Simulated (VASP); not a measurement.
An input for Quantum ESPRESSO's pw.x (written as the equivalent of a VASP run, and not itself run):

```
&CONTROL
  calculation = 'vc-relax'
  pseudo_dir = './pseudo'
  outdir = './out'
  tprnfor = .true.
  tstress = .true.
  nstep = 60
  forc_conv_thr = 0.00039
/
&SYSTEM
  ibrav = 0
  nat = 2
  ntyp = 1
  ecutwfc = 78
  occupations = 'smearing'
  smearing = 'methfessel-paxton'
  degauss = 0.00735
  input_dft = 'pz'
/
&ELECTRONS
  conv_thr = 7.3e-08
  electron_maxstep = 100
/
&IONS
/
&CELL
/
ATOMIC_SPECIES
  Ge 72.630 Ge.upf
CELL_PARAMETERS angstrom
     0.0000000    2.8374250    2.8374250
     2.8374250    0.0000000    2.8374250
     2.8374250    2.8374250    0.0000000
ATOMIC_POSITIONS crystal
  Ge   0.5000000  0.5000000  0.5000000
  Ge   0.7500000  0.7500000  0.7500000
K_POINTS automatic
  10 10 10 0 0 0
```

**Question.** Write the VASP files for the same calculation (LDA).

**Answer.** Several could match; the one computed here: 
### KPOINTS
```
Automatic mesh
0
Gamma
10 10 10
0 0 0
```

POSCAR:
```
Ge
1
    0.0000000000     2.8374250000     2.8374250000
    2.8374250000     0.0000000000     2.8374250000
    2.8374250000     2.8374250000     0.0000000000
Ge
2
Direct
  0.5000000000   0.5000000000   0.5000000000
  0.7500000000   0.7500000000   0.7500000000
```

### INCAR
```
# general
SYSTEM   =  Ge
PREC     =  Accurate
ENCUT    =  400
LREAL    =  F
LASPH    =  T

# electronic loop
EDIFF    =  1E-6
NELM     =  100
ALGO     =  Normal
LMAXMIX  =  4

# smearing
ISMEAR   =  1
SIGMA    =  0.1

# ions
IBRION   =  2
NSW      =  60
ISIF     =  3
EDIFFG   =  -0.01

# output
LWAVE    =  F
LCHARG   =  F
```

POTCAR, in this order: Ge_d (LDA.64 set). Program: vasp_std.

What does not carry over: the potentials are each code's own (VASP's PAW set, PseudoDojo norm-conserving files in pw.x), so ENCUT and ecutwfc are chosen apart and not converted; conv_thr bounds pw.x's estimated SCF error, while EDIFF bounds the energy change between steps; forc_conv_thr acts on force components and is met together with etot_conv_thr.

The structure comes from a computed database's Ge entry (Fd-3m); how it stands against other phases isn't given here. This run relaxes it. Symmetry was kept, so distortions that lower it aren't found.
